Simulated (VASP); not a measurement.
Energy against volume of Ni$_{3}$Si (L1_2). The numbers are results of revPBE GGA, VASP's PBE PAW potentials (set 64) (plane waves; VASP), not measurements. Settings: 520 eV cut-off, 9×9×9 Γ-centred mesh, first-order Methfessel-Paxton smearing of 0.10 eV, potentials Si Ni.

```tsv
V (Å³/atom)	E (eV/atom)
10.635	-5.53483
10.964	-5.54114
11.293	-5.53513
11.622	-5.51877
```

Problem. Fit these four points and predict the energy of the run at 10.306 Å³/atom.

Solution. A cubic in V^(−2/3), the third-order Birch-Murnaghan form, passes through the four points with V0 = 10.96 Å³/atom and B0 = 200 GPa, and gives -5.5138 eV/atom there. The run gave -5.5139 eV/atom, -0.0 meV/atom from the fit; all five points give B0 = 200 GPa.

The compound is Ni3Si in the L1_2 structure. It was relaxed first. The run is not spin-polarised, so no magnetic state was tried.
